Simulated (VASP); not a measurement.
Data:

```
CELL_PARAMETERS angstrom
      2.82168     0.00000     0.00000
      0.00000     2.82168     0.00000
      0.00000     0.00000     2.82168
ATOMIC_POSITIONS crystal
  Ga 0.50000 0.50000 0.50000
  Co 0.00000 0.00000 0.00000
```

Computed with PBE GGA with D3 dispersion (zero damping), VASP's PBE PAW potentials (set 64) (plane waves; VASP 6.6.1). Numerical set-up: 520 eV cut-off, 13×13×13 Γ-centred mesh, first-order Methfessel-Paxton smearing of 0.10 eV, potentials Ga_d Co.

Give the stress tensor in GPa (positive for a compressed cell).

```
6.24  0.00  0.00
0.00  6.24  0.00
0.00  0.00  6.24
```
The pressure is its mean diagonal, 6.24 GPa.

The compound is CoGa in the CsCl type structure. This cell is one point of a volume scan, at 0.97 of the reference volume. The run is not spin-polarised, so no magnetic state was tried.
